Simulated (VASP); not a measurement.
```xyz
4
Lattice="3.9923 0.0000 0.0000 -1.9962 3.4574 0.0000 0.0000 0.0000 6.5880" Properties=species:S:1:pos:R:3 pbc="T T T"
Ge     1.9962     1.1525     0.4140
Ge     0.0000     2.3050     6.1740
Ge     0.0000     2.3050     3.7080
Ge     1.9962     1.1525     2.8800
```

Computed with r2SCAN meta-GGA, VASP's PBE PAW potentials (set 64) (plane waves; VASP). Numerical set-up: 400 eV cut-off, 7×7×4 Γ-centred mesh, tetrahedra with Blöchl corrections, potentials Ge_d.

Task: What does the run give for the energy per atom (σ→0), band gap (over mesh and band path) with the smallest direct gap where there is one?

Result: 
```
Quantity                                                         Value
---------------------------------------------  -----------------------
band gap (over mesh and band path)                             0.07 eV
smallest direct gap (over mesh and band path)                  0.07 eV
energy per atom (σ→0)                          -1336.1 kJ/mol of atoms
```

The absolute energy has meaning only against runs of the same code, potentials and settings.

The structure comes from a computed database's Ge entry (P6_3/mmc); how it stands against other phases isn't given here. It was relaxed first.
